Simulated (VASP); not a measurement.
Here is the system:

```
CELL_PARAMETERS angstrom
      3.20587     0.00000     0.00000
     -1.60293     2.77636     0.00000
      0.00000     0.00000     5.11895
ATOMIC_POSITIONS crystal
  Zr 0.33333 0.66667 0.25000
  Zr 0.66667 0.33333 0.75000
```

All values below come from PBE GGA, VASP's PBE PAW potentials (set 64) (plane waves; VASP). Numerical set-up: 300 eV cut-off, 16×16×9 Γ-centred mesh, Fermi-Dirac smearing of 0.10 eV, potentials Zr_sv.

Problem. Give the energies of bands 9 to 15 at the high-symmetry points, in eV from the Fermi level.

Solution. 
| band | Γ | M | K | A | L | H |
|---|---|---|---|---|---|---|
| 9 | -5.62 | -2.62 | -2.14 | -3.90 | -2.89 | -1.44 |
| 10 | -3.05 | -2.49 | -1.32 | -3.90 | -2.89 | -1.44 |
| 11 | 0.90 | -2.18 | -1.32 | 0.06 | -1.07 | -1.27 |
| 12 | 0.90 | -0.12 | -1.11 | 0.06 | -1.07 | -1.27 |
| 13 | 1.03 | 0.57 | 0.30 | 0.80 | 1.74 | 0.02 |
| 14 | 1.27 | 0.82 | 0.30 | 0.80 | 1.74 | 0.02 |
| 15 | 1.60 | 1.52 | 1.87 | 0.80 | 2.29 | 2.10 |

It has no gap at this level: it comes out as a metal or semimetal.

The structure comes from a computed database's Zr entry; how it stands against other phases isn't given here. The cell was not relaxed at this level.
